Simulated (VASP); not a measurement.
Ca:

```xyz
1
Lattice="0.0000 2.7942 2.7942 2.7942 0.0000 2.7942 2.7942 2.7942 0.0000" Properties=species:S:1:pos:R:3 pbc="T T T"
Ca    0.0000    0.0000    0.0000
```

| Item | Value |
| --- | --- |
| Program | VASP 6.6.1 |
| Task | relaxation of cell and atoms |
| Functional | PBEsol |
| Potentials or basis | VASP PAW PBE potentials, release 64 (Ca_sv) |
| Cutoff | 600 eV |
| k mesh | 12 × 12 × 12 |
| Occupations | methfessel-paxton, width 0.1 eV |
| Spin | no spin polarisation |

At the start: pressure -1.1 GPa; volume 43.63 Å³/atom.

Task: Where does the relaxation end?

Result: Over 3 steps the energy falls by 10.7 meV/atom and the volume is 40.65 Å³/atom (-6.8 %); space group Fm-3m (No. 225, to 0.05 Å).

Step by step:
| step | energy change (eV) | largest force (eV/Å) | pressure (GPa) | volume (Å³) |
| --- | --- | --- | --- | --- |
| 1 | 0.0000 | 0.0000 | -1.13 | 43.63 |
| 2 | -0.0094 | 0.0000 | -0.43 | 41.71 |
| 3 | -0.0107 | 0.0000 | 0.01 | 40.65 |

Final structure:
```xyz
1
Lattice="0.0000 2.7291 2.7291 2.7291 0.0000 2.7291 2.7291 2.7291 0.0000" Properties=species:S:1:pos:R:3 pbc="T T T"
Ca    0.0000    0.0000    0.0000
```

Caveat: the PAW data sets were made with another functional, which shifts forces and pressure a little.
